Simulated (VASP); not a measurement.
```xyz
4
Lattice="0.0000 3.4412 3.4412 3.4412 0.0000 3.4412 3.4412 3.4412 0.0000" Properties=species:S:1:pos:R:3 pbc="T T T"
As     0.0000     0.0000     0.0000
Au     3.4412     3.4412     3.4412
Au     1.7206     1.7206     1.7206
Au     5.1619     5.1619     5.1619
```

The base run (VASP): PBE GGA, plane waves, VASP's PBE PAW potentials (set 64). Run with 400 eV cut-off, 5×5×5 Γ-centred mesh, Gaussian smearing of 0.050 eV, potentials As Au.

One setting is varied; ΔE counts from the most expensive setting. The base run took about 7 core-seconds. The timings are rough (shared machines, no repeats); factors under 2 mean little.

The pressure holds a Pulay error that falls with the cut-off, as the column shows.

```csv
setting,cost over the base run,electronic steps,ΔE (meV/atom),pressure (GPa)
ENCUT = 150,within a factor of 2,12,566.6,-150.98
ENCUT = 200,within a factor of 2,13,52.5,-25.07
base run,reference,13,-0.4,-8.43
ENCUT = 500,within a factor of 2,13,-0.2,-8.43
ENCUT = 250,within a factor of 2,13,-9.5,-8.61
ENCUT = 350,within a factor of 2,13,-0.4,-8.84
ENCUT = 800,about 3 times,13,0.0,-8.38
```

Left out are runs that failed, have no time on record or changed the cell.

The structure was generated: AsAu3 was put into the D03 type (Fm-3m), which need not be its known phase. The cell was not relaxed at this level.
